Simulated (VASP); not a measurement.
## VRu: U from linear response

Wanted: U by linear response. The start is a cell from a database of measured crystal structures.

Program: VASP 6.6.1. Level of theory: PBEsol, spin-polarised from an antiferromagnetic start; plane waves and PAW (V, V, Ru), in the first sound run; inputs show where later runs differ. Results are calculated unless marked as measured.

### Step 1. Set-up

The structure is cubic, space group Pm-3m (No. 221). The conventional cell has a = 2.990 Å, b = 2.990 Å, c = 2.990 Å, α = 90.00°, β = 90.00°, γ = 90.00°. Nearest to V lie 8 Ru at 2.59 Å. Nearest to Ru lie 8 V at 2.59 Å. Farther neighbours are not listed.

As a file:

```cif
data_structure
_symmetry_space_group_name_H-M 'P 1'
_symmetry_Int_Tables_number 1
_cell_length_a 5.9800
_cell_length_b 5.9800
_cell_length_c 5.9800
_cell_angle_alpha 90.000
_cell_angle_beta 90.000
_cell_angle_gamma 90.000
_cell_volume 213.85
loop_
_atom_site_label
_atom_site_type_symbol
_atom_site_fract_x
_atom_site_fract_y
_atom_site_fract_z
_atom_site_occupancy
V1 V 0.25000 0.25000 0.25000 1
V2 V 0.25000 0.25000 0.75000 1
V3 V 0.25000 0.75000 0.25000 1
V4 V 0.25000 0.75000 0.75000 1
V5 V 0.75000 0.25000 0.25000 1
V6 V 0.75000 0.25000 0.75000 1
V7 V 0.75000 0.75000 0.25000 1
V8 V 0.75000 0.75000 0.75000 1
Ru9 Ru 0.00000 0.00000 0.00000 1
Ru10 Ru 0.00000 0.00000 0.50000 1
Ru11 Ru 0.00000 0.50000 0.00000 1
Ru12 Ru 0.00000 0.50000 0.50000 1
Ru13 Ru 0.50000 0.00000 0.00000 1
Ru14 Ru 0.50000 0.00000 0.50000 1
Ru15 Ru 0.50000 0.50000 0.00000 1
Ru16 Ru 0.50000 0.50000 0.50000 1
```

### Step 2. Ground state

The shifted atom is typed as a species of its own, and density and orbitals are saved as the common start.

INCAR reads:

```
SYSTEM = VRu
PREC = Accurate
ENCUT = 350
EDIFF = 1E-06
NELM = 150
ISMEAR = 1
SIGMA = 0.05
LREAL = .FALSE.
ALGO = Normal
GGA = PS
NBANDS = 100
ISPIN = 2
MAGMOM = 2 -2 2 -2 2 -2 2 -2 0 0 0 0 0 0 0 0
LASPH = .TRUE.
LMAXMIX = 4
LORBIT = 11
LWAVE = .TRUE.
LCHARG = .TRUE.
KPAR = 2
NCORE = 2
AMIX = 0.2
BMIX = 1E-04
AMIX_MAG = 0.8
BMIX_MAG = 1E-04
```

POSCAR reads:

```
VRu
1.0
    5.9800000000      0.0000000000      0.0000000000
    0.0000000000      5.9800000000      0.0000000000
    0.0000000000      0.0000000000      5.9800000000
V V Ru
1 7 8
Direct
    0.2500000000      0.2500000000      0.2500000000
    0.2500000000      0.2500000000      0.7500000000
    0.2500000000      0.7500000000      0.2500000000
    0.2500000000      0.7500000000      0.7500000000
    0.7500000000      0.2500000000      0.2500000000
    0.7500000000      0.2500000000      0.7500000000
    0.7500000000      0.7500000000      0.2500000000
    0.7500000000      0.7500000000      0.7500000000
    0.0000000000      0.0000000000      0.0000000000
    0.0000000000      0.0000000000      0.5000000000
    0.0000000000      0.5000000000      0.0000000000
    0.0000000000      0.5000000000      0.5000000000
    0.5000000000      0.0000000000      0.0000000000
    0.5000000000      0.0000000000      0.5000000000
    0.5000000000      0.5000000000      0.0000000000
    0.5000000000      0.5000000000      0.5000000000
```

KPOINTS reads:

```
Automatic mesh
0
Gamma
3 3 3
0 0 0
```

PAW data sets: V, V and Ru (PBE family, release 64).

The run is started by

```bash
mpirun -np 4 vasp_std
```

Log:

```text
[banner, memory and clock lines left out]
running    4 mpi-ranks, on    1 nodes
 distrk:  each k-point on    2 cores,    2 groups
 distr:  one band on    2 cores,    1 groups

 POSCAR found type information on POSCAR V V Ru
 POSCAR found :  3 types and      16 ions
|                                                                             |
|               ----> ADVICE to this user running VASP <----                  |
|                                                                             |
|     You enforced a specific xc type in the INCAR file but a different       |
|     [... a line on the potential file left out ...]
|     I HOPE YOU KNOW WHAT YOU ARE DOING!                                     |
|                                                                             |

 LDA part: xc-table for (Slater+PW92), standard interpolation
 POSCAR, INCAR and KPOINTS ok, starting setup
 FFT: planning ... GRIDC
 FFT: planning ... GRID_SOFT
 FFT: planning ... GRID
 WAVECAR not read
 entering main loop
       N       E                     dE             d eps       ncg     rms          rms(c)
DAV:   1     0.716562544446E+03    0.71656E+03   -0.25943E+04  2440   0.836E+02
DAV:   2    -0.676194112748E+02   -0.78418E+03   -0.68925E+03  2408   0.241E+02
DAV:   3    -0.175890856884E+03   -0.10827E+03   -0.85486E+02  2508   0.985E+01
DAV:   4    -0.182470534778E+03   -0.65797E+01   -0.62954E+01  3012   0.304E+01
DAV:   5    -0.182617454841E+03   -0.14692E+00   -0.14679E+00  3512   0.433E+00    0.547E+01
DAV:   6    -0.172166248216E+03    0.10451E+02   -0.29293E+01  3464   0.393E+01    0.351E+01
DAV:   7    -0.166150812965E+03    0.60154E+01   -0.86850E+00  3600   0.256E+01    0.224E+01
DAV:   8    -0.162022728791E+03    0.41281E+01   -0.11928E+01  3064   0.230E+01    0.519E+00
DAV:   9    -0.161764645869E+03    0.25808E+00   -0.62518E-01  3228   0.656E+00    0.313E+00
DAV:  10    -0.161670205599E+03    0.94440E-01   -0.13148E-01  3660   0.191E+00    0.233E+00
DAV:  11    -0.161629408901E+03    0.40797E-01   -0.11280E-01  3624   0.212E+00    0.131E+00
DAV:  12    -0.161614347687E+03    0.15061E-01   -0.27463E-02  3724   0.970E-01    0.691E-01
DAV:  13    -0.161611290591E+03    0.30571E-02   -0.81460E-03  3220   0.626E-01    0.276E-01
DAV:  14    -0.161612147744E+03   -0.85715E-03   -0.26560E-03  3116   0.336E-01    0.284E-01
DAV:  15    -0.161611950606E+03    0.19714E-03   -0.14661E-03  3208   0.263E-01    0.146E-01
DAV:  16    -0.161611996060E+03   -0.45455E-04   -0.19040E-04  3488   0.110E-01    0.125E-01
DAV:  17    -0.161612081425E+03   -0.85365E-04   -0.10277E-04  4024   0.626E-02    0.125E-01
DAV:  18    -0.161612097720E+03   -0.16294E-04   -0.11492E-05  2700   0.179E-02    0.127E-01
DAV:  19    -0.161612023930E+03    0.73789E-04   -0.96523E-06  3324   0.257E-02    0.113E-01
DAV:  20    -0.161612034172E+03   -0.10241E-04   -0.23004E-04  4136   0.887E-02    0.552E-02
DAV:  21    -0.161612065524E+03   -0.31352E-04   -0.10023E-04  4080   0.510E-02    0.320E-02
DAV:  22    -0.161612079913E+03   -0.14390E-04   -0.10901E-04  4060   0.551E-02    0.117E-02
DAV:  23    -0.161612080985E+03   -0.10713E-05   -0.84849E-06  3312   0.140E-02    0.614E-03
DAV:  24    -0.161612081090E+03   -0.10564E-06   -0.16399E-06  1524   0.575E-03
   1 F= -.16161208E+03 E0= -.16161064E+03  d E =-.432217E-02  mag=    -0.0001
 writing wavefunctions
```

Wall time 58 s (4 MPI ranks of Intel Xeon Platinum 8488C (Sapphire Rapids), shared host); peak memory 0.94 GiB; 3.8 min of CPU time.

Lines that name or quote the potential files are left out of all logs, and their timing lines are given in words.

From OUTCAR (step 2):

```text
ion  position               nearest neighbor table
   1  0.250  0.250  0.250-   9 2.59  10 2.59  11 2.59  12 2.59  13 2.59  14 2.59  15 2.59  16 2.59
                             5 2.99   2 2.99   3 2.99   2 2.99   3 2.99   5 2.99
   2  0.250  0.250  0.750-   9 2.59  10 2.59  11 2.59  12 2.59  13 2.59  14 2.59  15 2.59  16 2.59
                             6 2.99   1 2.99   4 2.99   1 2.99   4 2.99   6 2.99
   3  0.250  0.750  0.250-   9 2.59  10 2.59  11 2.59  12 2.59  13 2.59  14 2.59  15 2.59  16 2.59
                             7 2.99   1 2.99   4 2.99   4 2.99   1 2.99   7 2.99
   4  0.250  0.750  0.750-   9 2.59  10 2.59  11 2.59  12 2.59  13 2.59  14 2.59  15 2.59  16 2.59
                             8 2.99   2 2.99   3 2.99   3 2.99   2 2.99   8 2.99
   5  0.750  0.250  0.250-   9 2.59  10 2.59  11 2.59  12 2.59  13 2.59  14 2.59  15 2.59  16 2.59
                             7 2.99   1 2.99   6 2.99   6 2.99   7 2.99   1 2.99
   6  0.750  0.250  0.750-   9 2.59  10 2.59  11 2.59  12 2.59  13 2.59  14 2.59  15 2.59  16 2.59
                             8 2.99   2 2.99   5 2.99   5 2.99   8 2.99   2 2.99
   7  0.750  0.750  0.250-   9 2.59  10 2.59  11 2.59  12 2.59  13 2.59  14 2.59  15 2.59  16 2.59
                             8 2.99   3 2.99   5 2.99   8 2.99   5 2.99   3 2.99
   8  0.750  0.750  0.750-   9 2.59  10 2.59  11 2.59  12 2.59  13 2.59  14 2.59  15 2.59  16 2.59
                             7 2.99   4 2.99   6 2.99   7 2.99   6 2.99   4 2.99
   9  0.000  0.000  0.000-   1 2.59   2 2.59   3 2.59   4 2.59   5 2.59   6 2.59   7 2.59   8 2.59
                            10 2.99  11 2.99  13 2.99  10 2.99  11 2.99  13 2.99
  10  0.000  0.000  0.500-   1 2.59   2 2.59   3 2.59   4 2.59   5 2.59   6 2.59   7 2.59   8 2.59
                             9 2.99  12 2.99  14 2.99   9 2.99  12 2.99  14 2.99
  11  0.000  0.500  0.000-   1 2.59   2 2.59   3 2.59   4 2.59   5 2.59   6 2.59   7 2.59   8 2.59
                             9 2.99  12 2.99  15 2.99  12 2.99   9 2.99  15 2.99
  12  0.000  0.500  0.500-   1 2.59   2 2.59   3 2.59   4 2.59   5 2.59   6 2.59   7 2.59   8 2.59
                            10 2.99  11 2.99  16 2.99  11 2.99  10 2.99  16 2.99
  13  0.500  0.000  0.000-   1 2.59   2 2.59   3 2.59   4 2.59   5 2.59   6 2.59   7 2.59   8 2.59
                             9 2.99  14 2.99  15 2.99  14 2.99  15 2.99   9 2.99
  14  0.500  0.000  0.500-   1 2.59   2 2.59   3 2.59   4 2.59   5 2.59   6 2.59   7 2.59   8 2.59
                            10 2.99  13 2.99  16 2.99  13 2.99  16 2.99  10 2.99
  15  0.500  0.500  0.000-   1 2.59   2 2.59   3 2.59   4 2.59   5 2.59   6 2.59   7 2.59   8 2.59
                            11 2.99  13 2.99  16 2.99  16 2.99  13 2.99  11 2.99
  16  0.500  0.500  0.500-   1 2.59   2 2.59   3 2.59   4 2.59   5 2.59   6 2.59   7 2.59   8 2.59
                            12 2.99  14 2.99  15 2.99  15 2.99  14 2.99  12 2.99

  LATTYP: Found a simple cubic cell.
 ALAT       =     5.9800000000

 Subroutine GETGRP returns: Found 48 space group operations
 (whereof  6 operations were pure point group operations)

The static configuration has the point symmetry C_3v.
 The point group associated with its full space group is O_h .

 Found      6 irreducible k-points:

   k-points           NKPTS =      6   k-points in BZ     NKDIM =      6   number of bands    NBANDS=    100

   dimension x,y,z NGX =    36 NGY =   36 NGZ =   36
   dimension x,y,z NGXF=    72 NGYF=   72 NGZF=   72

   ENCUT  =  350.0 eV  25.72 Ry    5.07 a.u.   9.12  9.12  9.12*2*pi/ulx,y,z

   NELECT =     104.0000    total number of electrons

 k-points in reciprocal lattice and weights: Automatic mesh
   0.00000000  0.00000000  0.00000000       0.037
   0.33333333  0.00000000  0.00000000       0.148
   0.00000000  0.00000000  0.33333333       0.074
   0.33333333  0.33333333  0.00000000       0.148
   0.00000000  0.33333333  0.33333333       0.296
   0.33333333  0.33333333  0.33333333       0.296

 average (electrostatic) potential at core
       1 -36.2612       2 -36.2612       3 -36.2612       4 -36.2611       5 -36.2612
       6 -36.2611       7 -36.2612       8 -36.2611       9 -58.6766      10 -58.6766
      11 -58.6766      12 -58.6766      13 -58.6766      14 -58.6766      15 -58.6766
      16 -58.6766

 E-fermi :  10.0444

 spin component 1
 k-point     1 :       0.0000    0.0000    0.0000
  band No.  band energies     occupation
    ...
     47       9.6697      1.00000
     48       9.6702      1.00000
     49       9.6710      1.00000
     50       9.6715      1.00000
     51       9.6715      1.00000
     52      10.2103     -0.00001
     53      10.2103     -0.00001
     54      10.2103     -0.00001
     55      10.3011     -0.00000
     56      10.3012     -0.00000
    ...

 k-point     2 :       0.3333    0.0000    0.0000
  band No.  band energies     occupation
    ...
     49       9.4187      1.00000
     50       9.6051      1.00000
     51       9.6052      1.00000
     52       9.8608      1.00000
     53       9.8609      1.00000
     54      10.1905     -0.00014
     55      10.1905     -0.00014
     56      10.1975     -0.00007
     57      10.2170     -0.00001
     58      10.2170     -0.00001
    ...

 k-point     3 :       0.0000    0.0000    0.3333
  band No.  band energies     occupation
    ...
     49       9.4187      1.00000
     50       9.6052      1.00000
     51       9.6052      1.00000
     52       9.8608      1.00000
     53       9.8608      1.00000
     54      10.1905     -0.00014
     55      10.1905     -0.00014
     56      10.1975     -0.00007
     57      10.2170     -0.00001
     58      10.2170     -0.00001
    ...

 k-point     4 :       0.3333    0.3333    0.0000
  band No.  band energies     occupation
    ...
     51       9.8405      1.00000
     52       9.9670      1.02540
     53      10.0206      0.85693
     54      10.0212      0.84983
     55      10.0396      0.58186
     56      10.3008     -0.00000
     57      10.3009     -0.00000
     58      10.3039     -0.00000
     59      10.3947     -0.00000
     60      10.3950     -0.00000
    ...

 k-point     5 :       0.0000    0.3333    0.3333
  band No.  band energies     occupation
    ...
     51       9.8404      1.00000
     52       9.9669      1.02539
     53      10.0201      0.86223
     54      10.0217      0.84472
     55      10.0396      0.58157
     56      10.3007     -0.00000
     57      10.3010     -0.00000
     58      10.3039     -0.00000
     59      10.3944     -0.00000
     60      10.3953     -0.00000
    ...

 k-point     6 :       0.3333    0.3333    0.3333
  band No.  band energies     occupation
    ...
     45       7.6852      1.00000
     46       7.6853      1.00000
     47       7.6856      1.00000
     48       8.2173      1.00000
     49      10.1139     -0.03216
     50      10.1143     -0.03190
     51      10.1144     -0.03180
     52      10.2564     -0.00000
     53      10.3350     -0.00000
     54      10.3352     -0.00000
    ...

  Total      -10.9815759    -10.9815759    -10.9787471      0.0000000      0.0000000      0.0000000
  in kB      -82.2757212    -82.2757212    -82.2545273      0.0000000      0.0000000      0.0000000
  external PRESSURE =     -82.2686566 kB  Pullay stress =       0.0000000 kB

  energy-cutoff  :      350.00
  volume of cell :      213.85
      direct lattice vectors                 reciprocal lattice vectors
     5.980000000  0.000000000  0.000000000     0.167224080  0.000000000  0.000000000
     0.000000000  5.980000000  0.000000000     0.000000000  0.167224080  0.000000000
     0.000000000  0.000000000  5.980000000     0.000000000  0.000000000  0.167224080

 POSITION                                       TOTAL-FORCE (eV/Angst)
 -----------------------------------------------------------------------------------
      1.49500      1.49500      1.49500        -0.000000      0.000000     -0.000000
      1.49500      1.49500      4.48500        -0.000000      0.000000     -0.000000
      1.49500      4.48500      1.49500        -0.000000      0.000000     -0.000000
      1.49500      4.48500      4.48500        -0.000000     -0.000000     -0.000000
      4.48500      1.49500      1.49500        -0.000000      0.000000     -0.000000
      4.48500      1.49500      4.48500        -0.000000      0.000000     -0.000000
      4.48500      4.48500      1.49500        -0.000000     -0.000000     -0.000000
      4.48500      4.48500      4.48500        -0.000000      0.000000     -0.000000
      0.00000      0.00000      0.00000        -0.000016     -0.000016     -0.000025
      0.00000      0.00000      2.99000        -0.000016     -0.000016      0.000025
      0.00000      2.99000      0.00000        -0.000016      0.000016     -0.000025
      0.00000      2.99000      2.99000        -0.000016      0.000016      0.000025
      2.99000      0.00000      0.00000         0.000016     -0.000016     -0.000025
      2.99000      0.00000      2.99000         0.000016     -0.000016      0.000025
      2.99000      2.99000      0.00000         0.000016      0.000016     -0.000025
      2.99000      2.99000      2.99000         0.000016      0.000016      0.000025
 -----------------------------------------------------------------------------------
    total drift:                                0.000000      0.000000      0.000000

  FREE ENERGIE OF THE ION-ELECTRON SYSTEM (eV)
  ---------------------------------------------------
  free  energy   TOTEN  =      -161.6120810904 eV

  energy  without entropy=     -161.6077589169  energy(sigma->0) =     -161.61064037

 total charge
# of ion       s       p       d       tot
------------------------------------------
    1        0.576   0.768   3.478   4.822
    2        0.576   0.768   3.478   4.822
    3        0.576   0.768   3.478   4.822
    4        0.576   0.768   3.478   4.822
    5        0.576   0.768   3.478   4.822
    6        0.576   0.768   3.478   4.822
    7        0.576   0.768   3.478   4.822
    8        0.576   0.768   3.478   4.822
    9        0.640   0.780   6.634   8.054
   10        0.640   0.780   6.634   8.054
   11        0.640   0.780   6.634   8.054
   12        0.640   0.780   6.634   8.054
   13        0.640   0.780   6.634   8.054
   14        0.640   0.780   6.634   8.054
   15        0.640   0.780   6.634   8.054
   16        0.640   0.780   6.634   8.054
--------------------------------------------------
tot          9.725  12.387  80.895 103.007

 magnetization (x)
# of ion       s       p       d       tot
------------------------------------------
    1        0.000   0.000   0.003   0.003
    2       -0.000  -0.000  -0.004  -0.004
    3        0.000   0.000   0.001   0.001
    4        0.000   0.000  -0.000  -0.000
    5        0.000   0.000   0.001   0.001
    6        0.000   0.000  -0.000  -0.000
    7       -0.000  -0.000  -0.003  -0.003
    8        0.000   0.000   0.002   0.002
    9       -0.000  -0.000  -0.000  -0.000
   10       -0.000  -0.000  -0.000  -0.000
   11       -0.000  -0.000  -0.000  -0.000
   12       -0.000  -0.000  -0.000  -0.000
   13       -0.000  -0.000  -0.000  -0.000
   14       -0.000  -0.000  -0.000  -0.000
   15       -0.000  -0.000  -0.000  -0.000
   16       -0.000  -0.000  -0.000  -0.000
--------------------------------------------------
tot         -0.000  -0.000  -0.000  -0.000

[... 4 further parts left out ...]
```

The k-mesh is coarse for a metal. The PAW data sets were made with PBE, which is usual practice but a small mismatch for other functionals. The data sets V and V keep the semicore shell frozen, which is cheaper and a little less accurate.

Numbers from this step:

- electronic cycles: 24
- electrons: 104
- free energy (TOTEN): -161.6121 eV
- energy at zero smearing: -161.6106 eV
- Fermi energy: 10.04 eV
- labelled metallic, from the levels on this mesh: yes

Spin moment in the PAW sphere by atom:

| atom | spin moment in the PAW sphere (μB) |
| --- | --- |
| V1 | 0.0030 |
| V2 | -0.0040 |
| V3 | 0.0010 |
| V4 | 0.0000 |
| V5 | 0.0010 |
| V6 | 0.0000 |
| V7 | -0.0030 |
| V8 | 0.0020 |
| Ru9 | 0.0000 |
| Ru10 | 0.0000 |
| Ru11 | 0.0000 |
| Ru12 | 0.0000 |
| Ru13 | 0.0000 |
| Ru14 | 0.0000 |
| Ru15 | 0.0000 |
| Ru16 | 0.0000 |

The moments of the start collapsed, so the response belongs to a non-magnetic state; other starts were not tried.

(Continued in part 2 of 4.)

[Lines on the potential files, build, host, timing and source positions are cut from VASP's logs without a mark.]

[Logs are printed without paths, hosts, clocks, repeated set-up lines and the standing remarks that a program may print on its own settings, such as how far it seeks lower states.]

[Hosts, paths, dates, database ids (printed as entryN), source tags and the programs' standing remarks are cut or masked in the printed files.]

[In band tables of VASP the shares of atoms and orbitals are scaled to a sum of 1 inside the atoms' spheres.]

[Runs that stopped without an error message from VASP are left out.]
